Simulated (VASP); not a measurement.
Consider the following.

```
CsBr
1.0
    4.29000     0.00000     0.00000
    0.00000     4.29000     0.00000
    0.00000     0.00000     4.29000
Cs Br
1 1
Direct
  0.00000   0.00000   0.00000
  0.50000   0.50000   0.50000
```

The numbers are results of PBE GGA, VASP's PBE PAW potentials (set 64) (plane waves; VASP), not measurements. Settings: 400 eV cut-off, 6×6×6 Γ-centred mesh, Gaussian smearing of 0.050 eV, potentials Cs_sv Br.

Energy and stress use the plane-wave basis of the starting cell.

Task: The ions, cell shape and volume are relaxed. What does this cell relax into?

Result: 
```
CsBr
1.0
    4.38646     0.00000     0.00000
    0.00000     4.38646     0.00000
    0.00000     0.00000     4.38646
Cs Br
1 1
Direct
  0.00000   0.00000   0.00000
  0.50000   0.50000   0.50000
```
Space group Pm-3m (221), at a tolerance of 0.03 Å.

Task: How do energy and volume change from the first to the last step?

Result: The energy (σ→0) changes by -8.4 meV/atom and the volume by +6.9 %, in 3 ionic steps.

The compound is CsBr in the CsCl type structure. This run relaxes it. Symmetry was kept, so distortions that lower it aren't found.
